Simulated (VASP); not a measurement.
OSZICAR of a VASP run on Al₃Sc (L1_2):

### OSZICAR
```
       N       E                     dE             d eps       ncg     rms          rms(c)
DAV:   1     0.117870031783E+03    0.11787E+03   -0.83238E+03   980   0.128E+03
DAV:   2    -0.135418641989E+02   -0.13141E+03   -0.12995E+03  1026   0.373E+02
DAV:   3    -0.220135231394E+02   -0.84717E+01   -0.81372E+01  1572   0.746E+01
DAV:   4    -0.221644142786E+02   -0.15089E+00   -0.14918E+00  1426   0.100E+01
DAV:   5    -0.221675682269E+02   -0.31539E-02   -0.31500E-02  1392   0.141E+00    0.105E+01
DAV:   6    -0.213326879766E+02    0.83488E+00   -0.42366E+00  1624   0.269E+01    0.393E+00
DAV:   7    -0.212703854600E+02    0.62303E-01   -0.93694E-02  1402   0.289E+00    0.223E+00
DAV:   8    -0.212440881127E+02    0.26297E-01   -0.37736E-02  1582   0.173E+00    0.234E-01
DAV:   9    -0.212437201050E+02    0.36801E-03   -0.30500E-03  1248   0.607E-01    0.142E-01
DAV:  10    -0.212436317877E+02    0.88317E-04   -0.22616E-04  1600   0.172E-01    0.643E-02
DAV:  11    -0.212436292040E+02    0.25837E-05   -0.35709E-05  1430   0.418E-02    0.414E-02
DAV:  12    -0.212436248073E+02    0.43967E-05   -0.20987E-05  1618   0.548E-02    0.468E-03
DAV:  13    -0.212436247799E+02    0.27401E-07   -0.51792E-07   754   0.108E-02
   1 F= -.17333446E+02 E0= -.17333075E+02  d E =-.173334E+02
       N       E                     dE             d eps       ncg     rms          rms(c)
DAV:   1    -0.215912342555E+02   -0.34761E+00   -0.17564E+01  1124   0.741E+01    0.681E+00
DAV:   2    -0.210294461446E+02    0.56179E+00   -0.24888E+00  1372   0.259E+01    0.129E+00
DAV:   3    -0.209968079482E+02    0.32638E-01   -0.55393E-02  1378   0.247E+00    0.678E-01
DAV:   4    -0.209856740497E+02    0.11134E-01   -0.29777E-02  1350   0.161E+00    0.315E-01
DAV:   5    -0.209856423488E+02    0.31701E-04   -0.44271E-03  1622   0.740E-01    0.148E-01
DAV:   6    -0.209854329255E+02    0.20942E-03   -0.15080E-03  1554   0.413E-01    0.295E-02
DAV:   7    -0.209854383975E+02   -0.54721E-05   -0.13031E-04  1590   0.154E-01    0.151E-02
DAV:   8    -0.209854308155E+02    0.75821E-05   -0.45213E-05  1614   0.868E-02    0.252E-03
DAV:   9    -0.209854308681E+02   -0.52662E-07   -0.38856E-07   588   0.782E-03
   2 F= -.17345967E+02 E0= -.17345657E+02  d E =-.125208E-01
       N       E                     dE             d eps       ncg     rms          rms(c)
DAV:   1    -0.212632685765E+02   -0.27784E+00   -0.36930E+00  1160   0.332E+01    0.324E+00
DAV:   2    -0.211435749825E+02    0.11969E+00   -0.90565E-01  1478   0.149E+01    0.533E-01
DAV:   3    -0.211342458505E+02    0.93291E-02   -0.31945E-02  1526   0.161E+00    0.330E-01
DAV:   4    -0.211314675316E+02    0.27783E-02   -0.69272E-03  1358   0.840E-01    0.142E-01
DAV:   5    -0.211314277603E+02    0.39771E-04   -0.76480E-04  1616   0.352E-01    0.511E-02
DAV:   6    -0.211313939718E+02    0.33788E-04   -0.24064E-04  1572   0.171E-01    0.122E-02
DAV:   7    -0.211313938303E+02    0.14153E-06   -0.42171E-06  1150   0.227E-02
   3 F= -.17372708E+02 E0= -.17372341E+02  d E =-.392616E-01
```

Question: Which electronic solver shows in the log?

Answer: It is blocked Davidson (ALGO = Normal, or the opening steps of other solvers). The INCAR had ALGO = Normal.

Question: Can the final energy be trusted as converged?

Answer: Self-consistency was reached. It stopped with EDIFF = 1E-6, NELM = 100, NSW = 40 and EDIFFG = -0.02 after 3 ionic steps (LDA (Ceperley-Alder, Perdew-Zunger), plane waves, VASP's LDA PAW potentials (set 64)). Energy and stress use the plane-wave basis of the starting cell.

The compound is Al3Sc in the L1_2 structure. This run relaxes it under an external pressure of 10 GPa. Symmetry was kept, so distortions that lower it aren't found.
